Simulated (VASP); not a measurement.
Crystal: BH3, in a box.

```
B H
1.0
    11.00000    0.00000    0.00000
     0.00000   11.00000    0.00000
     0.00000    0.00000   11.00000
B H
1 3
Direct
  0.48800 0.51994 0.50527
  0.57603 0.55601 0.55744
  0.46163 0.41479 0.50964
  0.42634 0.58903 0.44874
```

Base run:

```yaml
Program: VASP 6.6.1
Functional: PBE
Potentials_or_basis: VASP PAW PBE potentials, release 64 (B, H)
Cutoff: 520 eV
k_mesh: 1 × 1 × 1
Occupations: gaussian, width 0.01 eV
Spin: no spin polarisation
```

Its results: gap between the frontier levels 5.43 eV; largest force 0.115 eV/Å.

**Question.** The run is repeated on the same cell with these changes: functional from PBE to r2SCAN. What comes out?

**Answer.** Gap between the frontier levels 6.27 eV; largest force 0.072 eV/Å.

r2SCAN gives the wider gap, since meta-GGAs in the generalised Kohn-Sham scheme recover part of the derivative discontinuity.

Caveats: the PAW data sets were made with another functional, which shifts forces and pressure a little (some runs).

A k mesh can miss the band edges.

Not every run made on this cell is shown here.
